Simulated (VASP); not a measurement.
The cell holds one Ag (fcc) (111) slab, with vacuum along c, ions free to move until forces fall under 0.03 eV/Å, no reconstruction beyond this cell, dipole correction on.

Here is the system:

```
Ag
1.0
    2.86438     0.00000     0.00000
   -1.43219     2.48063     0.00000
    0.00000     0.00000    24.21146
Ag
4
Cartesian
  0.00000   0.00000   8.60869
  1.43219   0.82688  10.93455
  0.00000   1.65375  13.27691
  0.00000   0.00000  15.60278
```

All values below come from PBEsol GGA, VASP's PBE PAW potentials (set 64) (plane waves; VASP). Numerical set-up: 400 eV cut-off, 11×11×1 Γ-centred mesh, first-order Methfessel-Paxton smearing of 0.10 eV, potentials Ag.

Slab and bulk use different k-meshes, so the surface energy is good to a few per cent at best.

Task: Predict its surface energy, work function, band gap (on the k-mesh).

Result: 
```yaml
surface_energy: 0.96 J/m²
work_function: 4.68 eV
band gap (on the k-mesh): none (metal, semimetal or under 0.01 eV)
```

Measured: work function 4.53 eV (computed value off by +0.15 eV), as given by Abhirup Patra et al., Proceedings of the National Academy of Sciences (2017), arXiv:1702.08515.

The cell is a thin slab with vacuum, built from Ag (fcc): (111) face.
